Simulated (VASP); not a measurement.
Consider the following.

```
CELL_PARAMETERS angstrom
      4.39722     0.00000     0.00000
      0.00000     4.39722     0.00000
      0.00000     0.00000     4.39722
ATOMIC_POSITIONS crystal
  Mn 0.86199 0.63801 0.36199
  Mn 0.36199 0.86199 0.63801
  Mn 0.13801 0.13801 0.13801
  Mn 0.63801 0.36199 0.86199
  Si 0.15437 0.34563 0.65437
  Si 0.65437 0.15437 0.34563
  Si 0.84563 0.84563 0.84563
  Si 0.34563 0.65437 0.15437
```
Starting moments (μB, in the order of the record's atoms Mn Mn Mn Mn Si Si Si Si): 0.6 0.6 0.6 0.6 0.0 0.0 0.0 0.0.

All values below come from LDA (Ceperley-Alder, Perdew-Zunger), VASP's LDA PAW potentials (set 64) (plane waves; VASP 6.6.1). Numerical set-up: 500 eV cut-off, 7×7×7 Γ-centred mesh, first-order Methfessel-Paxton smearing of 0.10 eV, potentials Mn_pv Si.

The moments were started parallel, and other spin orders were not tried in this run.

The ions, cell shape and volume at an external pressure of 10.0 GPa are relaxed. What does this cell relax into?

```
CELL_PARAMETERS angstrom
      4.37035     0.00000     0.00000
      0.00000     4.37035     0.00000
      0.00000     0.00000     4.37035
ATOMIC_POSITIONS crystal
  Mn 0.86148 0.63852 0.36148
  Mn 0.36148 0.86148 0.63852
  Mn 0.13852 0.13852 0.13852
  Mn 0.63852 0.36148 0.86148
  Si 0.15420 0.34580 0.65420
  Si 0.65420 0.15420 0.34580
  Si 0.84580 0.84580 0.84580
  Si 0.34580 0.65420 0.15420
```
Space group P2_13 (198), at a tolerance of 0.03 Å. The cell ends with 1.78 μB, on the sites 0.46 0.46 0.46 0.46 -0.01 -0.01 -0.01 -0.01 μB.

How do energy and volume change from the first to the last step?

The energy (σ→0) changes by +9.2 meV/atom and the volume by -1.8 %, in 6 ionic steps.

The compound is MnSi in the B20 structure. This run relaxes it under an external pressure of 10 GPa. Symmetry was kept, so distortions that lower it aren't found.
